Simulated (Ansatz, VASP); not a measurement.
# TiO2 in two plane-wave programs

Aim: how closely do two programs agree when they are given the same cell, functional and k mesh? The cell is taken from a series of runs on this material, whose earlier steps may have relaxed, scaled, displaced or heated it; both programs get it as it stands.

Program: Ansatz 0.2.0. Level of theory: plane waves, with VASP 6.6.1 beside it; dielectric response at PBE. Results are calculated unless marked as measured.

## Step 1: Set-up

The structure is orthorhombic, space group Imma (No. 74). Conventional cell: a = 5.946 Å, b = 6.575 Å, c = 6.575 Å, α = 90.00°, β = 90.00°, γ = 90.00°. Nearest to Ti lie 6 O at 1.96 to 2.00 Å. Nearest to Ti lie 6 O at 1.94 to 2.00 Å. Nearest to O lie 3 Ti at 1.94 to 2.00 Å. O has 3 Ti at 1.96 to 2.00 Å nearest. Farther neighbours and most contacts between anions are not listed.

## Step 2: Ansatz: dielectric response, PBE

Ansatz runs on its default PAW (the set named soft_2) files.

The response to a field tests empty states and converges slowly with the mesh.

The input, input.yaml:

```yaml
crystal:
  lattice:
    - [-2.97316, 3.287369, 3.287402]
    - [2.97316, -3.287369, 3.287402]
    - [2.97316, 3.287369, -3.287402]
  atoms:
    - { symbol: Ti, position: [0.0, 0.5, 0.0] }
    - { symbol: Ti, position: [0.0, 0.0, 0.5] }
    - { symbol: Ti, position: [0.495245, 0.245245, 0.25] }
    - { symbol: Ti, position: [0.504755, 0.754755, 0.75] }
    - { symbol: O, position: [0.695081, 0.69523, 0.500149] }
    - { symbol: O, position: [0.695081, 0.194932, 0.999851] }
    - { symbol: O, position: [0.804516, 0.749617, 0.054899] }
    - { symbol: O, position: [0.194718, 0.749617, 0.445101] }
    - { symbol: O, position: [0.805282, 0.250383, 0.554899] }
    - { symbol: O, position: [0.304919, 0.805068, 0.000149] }
    - { symbol: O, position: [0.195484, 0.250383, 0.945101] }
    - { symbol: O, position: [0.304919, 0.30477, 0.499851] }
kpoints:
  mp_grid: { grid: [5, 5, 5] }
scf:
  occupations: { method: fixed }
hamiltonian:
  xc: pbe
  pseudopotentials: { kind: paw }
dielectric: {}
```

Started as:

```bash
> ansatz run input.yaml --threads 4 --pin off --max-ram 8192MiB --backend cpu --events-out ev --progress --plain --runs-dir out
```

Numbers of over 12 decimals in the logs are rounded to 6 here.

Output:

```text
Engine: ansatz 0.2.0, aarch64-unknown-linux-gnu
Pseudopotentials: kind: paw
Pseudopotential: Ti, paw, valence charge 12, recommended cutoff 420 eV (normal), Ti.paw.azcp
Pseudopotential: O, paw, valence charge 6, recommended cutoff 420 eV (normal), O.paw.azcp
Functional definition: PBE
  parameter kappa = 0.804
  parameter beta = 0.066725
  exchange = pbe_x(kappa = kappa, mu = beta*pi^2/3)
  correlation = pbe_c(beta = beta)
Crystal: 12 atoms, lattice volume = 128.523 Å³
Basis set: ecut = 420 eV, 2497 PW (Γ), exchange–correlation on 80×80×80 points (8 copies of the dense FFT grid, shifted against one another)
Bands: 60, of which v1, the nominal top of the filled ones, is band 48 counted from 1 (47 counted from 0)
Symmetry: 8 space group operations
k-points: 63 of 125 (irreducible under 1 space group operation, time reversal used)
Non-local potential: Ti, projectors of the file, l = 0: 3, l = 1: 2, l = 2: 3, l = 3: 1
Non-local potential: O, projectors of the file, l = 0: 2, l = 1: 2, l = 2: 1
PAW form: soft (Blöchl's): semilocal exchange-correlation on the pseudo side does not see the compensation charge
PAW one-centre angular grid: Ti, 590 points (default); XC on 64 Gauss nodes
PAW one-centre angular grid: O, 110 points (default); XC on 64 Gauss nodes
Initial density: superposition of atomic densities (neutral atoms: chi_scale 0, normalization atom), corrected by the library's trained network
Initial wavefunctions: pseudopotential atomic-orbital guess
Functional: x = pbe(κ = 0.804, μ = 0.219515), c = pbe(β = 0.066725)
SCF iter   1: F=—  HF=-14554.603584 eV  |F-HF|=—  |Δ(HF+E_count)|=         —  Δρ=2.23e-3  dr2=3.99e-3  ethr=1.77e-3  ⟨swp⟩=3.0  Hψ=12557  notcnv=0  defer=384
preconditioner: auto → Resta (q_TF=auto, 2.599 Å⁻¹)  ε∞=9.0  [insulator: Δε(μ)=1.815 eV  Ē_g=9.252 eV  n_scr=42 (ndim 8)  ℏωp=26.2 eV  f_vac=0.025  ε∞_Penn≈9.0]
SCF iter   2: F=—  HF=-14554.604928 eV  |F-HF|=—  |Δ(HF+E_count)|=   1.34e-3  Δρ=1.34e-3  dr2=1.22e-3  ethr=4.15e-6  ⟨swp⟩=2.1  Hψ=6139  notcnv=0  defer=625
SCF iter   3: F=—  HF=-14554.605374 eV  |F-HF|=—  |Δ(HF+E_count)|=   4.46e-4  Δρ=6.62e-4  dr2=2.97e-4  ethr=1.27e-6  ⟨swp⟩=2.0  Hψ=5091  notcnv=0  defer=625
SCF iter   4: F=—  HF=-14554.605671 eV  |F-HF|=—  |Δ(HF+E_count)|=   2.96e-4  Δρ=2.96e-4  dr2=6.55e-5  ethr=3.10e-7  ⟨swp⟩=2.7  Hψ=5368  notcnv=0  defer=354
SCF iter   5: F=—  HF=-14554.605739 eV  |F-HF|=—  |Δ(HF+E_count)|=   6.84e-5  Δρ=7.48e-5  dr2=6.35e-6  ethr=6.82e-8  ⟨swp⟩=2.0  Hψ=4918  notcnv=0  defer=332
SCF iter   6: F=—  HF=-14554.605743 eV  |F-HF|=—  |Δ(HF+E_count)|=   3.75e-6  Δρ=2.53e-5  dr2=1.04e-6  ethr=6.61e-9  ⟨swp⟩=2.0  Hψ=4958  notcnv=0  defer=332
SCF iter   7: F=—  HF=-14554.605743 eV  |F-HF|=—  |Δ(HF+E_count)|=   3.99e-8  Δρ=7.06e-6  dr2=6.52e-8  ethr=1.08e-9  ⟨swp⟩=2.0  Hψ=4937  notcnv=0  defer=332
SCF iter   8: F=—  HF=-14554.605743 eV  |F-HF|=—  |Δ(HF+E_count)|=   4.30e-8  Δρ=3.39e-6  dr2=1.36e-8  ethr=6.80e-11  ⟨swp⟩=2.0  Hψ=5437  notcnv=0  defer=332
SCF iter   9: F=—  HF=-14554.605743 eV  |F-HF|=—  |Δ(HF+E_count)|=   7.64e-9  Δρ=1.14e-6  dr2=1.31e-9  ethr=1.41e-11  ⟨swp⟩=2.0  Hψ=5373  notcnv=0  defer=332
SCF iter  10: F=-14554.605743 eV  HF=-14554.605743 eV  |F-HF|=7.46e-11  |Δ(HF+E_count)|=   1.42e-9  Δρ=2.47e-7  dr2=4.91e-11  ethr=1.00e-12  ⟨swp⟩=8.2  Hψ=13668  notcnv=0
SCF 1 converged in 10 iterations: F = -14554.605743 eV  dr2 = 4.91e-11
  greatest PAW one-centre occupation: 0.999 electrons in one spin orbital (limit 2), on the Ti atom at site 1 (counted from 0), in its partial waves of l = 0
NSCF: frozen V_eff on 9 k-points
DFPT response loops at Γ: preconditioner auto → Resta (q_TF=auto, 2.599 Å⁻¹)  ε∞=5.7 (no band partly filled); β = 1.00, the filter's whole step (`scf.mixing.beta` (0.50) is not read by the response loops at its default; to damp them type it under 1.00, their step now; it binds the ground state too); Broyden in place of MSR1
── the response to a field inside a basis, on 6×6×6 k-points: an SCF that follows is theirs, and a resumed run solves both again ──
Bands: 49, of which v1, the nominal top of the filled ones, is band 48 counted from 1 (47 counted from 0)
k-points: 45 of 216
Initial density: handed on by an earlier stage of this run
Initial wavefunctions: pseudopotential atomic-orbital guess (no wavefunctions were taken with the density)
Eigensolver: Dense (45 Hₖ)
SCF iter   1: F=—  HF=-14554.412979 eV  |F-HF|=—  |Δ(HF+E_count)|=         —  Δρ=6.04e-4  dr2=1.44e-4  ethr=1.00e-1
preconditioner: auto → Resta (q_TF=auto, 2.599 Å⁻¹)  ε∞=10.7  [insulator: Δε(μ)=1.901 eV  Ē_g=8.417 eV  n_scr=42 (ndim 8)  ℏωp=26.2 eV  f_vac=0.025  ε∞_Penn≈10.7]
SCF iter   2: F=—  HF=-14554.413048 eV  |F-HF|=—  |Δ(HF+E_count)|=   6.95e-5  Δρ=3.30e-4  dr2=6.82e-5  ethr=1.50e-7
SCF iter   3: F=—  HF=-14554.413095 eV  |F-HF|=—  |Δ(HF+E_count)|=   4.65e-5  Δρ=2.62e-4  dr2=7.42e-5  ethr=7.11e-8
SCF iter   4: F=—  HF=-14554.413084 eV  |F-HF|=—  |Δ(HF+E_count)|=   1.05e-5  Δρ=3.22e-5  dr2=1.53e-6  ethr=7.11e-8
SCF iter   5: F=—  HF=-14554.413085 eV  |F-HF|=—  |Δ(HF+E_count)|=   1.06e-6  Δρ=8.35e-6  dr2=1.30e-7  ethr=1.60e-9
SCF iter   6: F=-14554.413085 eV  HF=-14554.413085 eV  |F-HF|=5.07e-8  |Δ(HF+E_count)|=   7.57e-8  Δρ=6.84e-6  dr2=6.67e-8  ethr=1.36e-10
SCF 1 converged in 6 iterations: F = -14554.413085 eV  dr2 = 6.67e-8
DFPT response loops at Γ: preconditioner auto → Resta (q_TF=auto, 2.599 Å⁻¹)  ε∞=5.6 (no band partly filled); β = 1.00, the filter's whole step (`scf.mixing.beta` (0.50) is not read by the response loops at its default; to damp them type it under 1.00, their step now; it binds the ground state too); Broyden in place of MSR1
SCF converged after 10 iterations
Free energy (F): -14554.605743 eV
Harris-Foulkes:  -14554.605743 eV  (|F-HF|=7.46e-11)
Internal energy: -14554.605743 eV  (E = F + TS)
E sigma→0 (E₀):  -14554.605743 eV
Fermi energy:    8.691509 eV
--- Per-component energies (eV) ---
  E_band       = -821.016399
  E_kinetic    = 2486.250981
  E_local      = -6274.767657  (includes V_loc(G=0)·N_el)
  E_nonlocal   = 392.436836
  E_hartree    = 2385.188697
  E_xc         = -983.760342
  E_vxc        = -1245.741008  (∫ρ·V_xc dr)
  E_paw        = -5442.622582  (= ΣΔE_a)
  E_vpaw       = -949.593173  (= ΣTr[D̂ρ^β])
  E_aug_tail   = 0.020438  (compensation charges beyond the density's cutoff)
  E_ewald      = -7117.352114
  E_smearing   = -0.000000  (= −TS)
  E_closure    = -0.000000  (closes the sum)
  Σ components = -14554.605743   (vs F -14554.605743, Δ=0.00e0)
--- Band table (eV; the first three rows and the last of 63) ---
  k-point 0: bands = [... 44 lower, 8.0234, 8.2540, 8.2555, 8.6915, 10.5290, 10.8089, 11.0684, 11.1215, ... 8 higher]
  k-point 1: bands = [... 44 lower, 7.9005, 7.9652, 7.9778, 8.5656, 10.7991, 11.0097, 11.0460, 11.1066, ... 8 higher]
  k-point 2: bands = [... 44 lower, 7.4625, 7.5987, 7.9965, 8.2118, 10.9162, 10.9557, 11.1326, 11.4400, ... 8 higher]
  k-point 62: bands = [... 44 lower, 7.5355, 7.6906, 7.6915, 8.3546, 10.9129, 11.2674, 11.2742, 11.3492, ... 8 higher]
--- Dielectric response (ions clamped): 3 representative field directions + reference, inside a basis on a mesh of 216 k-points (Σ response iterations 18) ---
  ε∞ (high-frequency dielectric tensor):
        8.911440     0.000000     0.000000
        0.000000     7.358738    -0.000000
        0.000000    -0.000000     7.344937
  Born effective charges Z* (e; rows j = field, columns β = displacement):
    site 0:
         7.73474    0.00000    0.16968
         0.00000    5.20991   -0.00000
         0.08863   -0.00000    7.24432
    site 1:
         7.73474    0.00000   -0.16968
         0.00000    5.20991   -0.00000
        -0.08863   -0.00000    7.24432
    site 2:
         7.71080    0.00000    0.00000
         0.00000    7.25221   -0.00000
         0.00000   -0.00000    5.19737
    site 3:
         7.71080    0.00000    0.00000
         0.00000    7.25221   -0.00000
         0.00000   -0.00000    5.19737
    site 4:
        -3.85744   -0.00000    0.11058
        -0.00000   -1.33314   -0.00000
         0.06102    0.00000   -4.88574
    site 5:
        -3.85744   -0.00000   -0.11058
        -0.00000   -1.33314   -0.00000
        -0.06102    0.00000   -4.88574
    site 6:
        -3.86533   -0.00000   -0.00000
        -0.00000   -4.89793    0.03629
        -0.00000    0.06077   -1.33511
    site 7:
[...]
site 8:
[...]
site 9:
[...]
-0.00000   -1.33314    0.00000
        -0.06102    0.00000   -4.88574
    site 10:
        -3.86533   -0.00000   -0.00000
        -0.00000   -4.89793    0.03629
        -0.00000    0.06077   -1.33511
    site 11:
        -3.85744   -0.00000    0.11058
        -0.00000   -1.33314    0.00000
         0.06102    0.00000   -4.88574
  Z* charge neutrality: 2.819e-2 e pre-enforcement
  solved inside a basis spanned on kpoints, on 6×6×6 k-points, its susceptibility summed on 8×8×8: ε∞ is read to err by 5.1e-2, Z* by 4.0e-2 e (field_mesh: kpoints solves on kpoints); Z* is corrected for what the basis lacks
```

(Continued in part 2 of 2.)

[Lines on the potential files, build, host, timing and source positions are cut from VASP's logs without a mark.]

[Logs are printed without paths, hosts, clocks, repeated set-up lines and the standing remarks that a program may print on its own settings, such as how far it seeks lower states.]

[Hosts, paths, dates, database ids (printed as entryN), source tags and the programs' standing remarks are cut or masked in the printed files.]
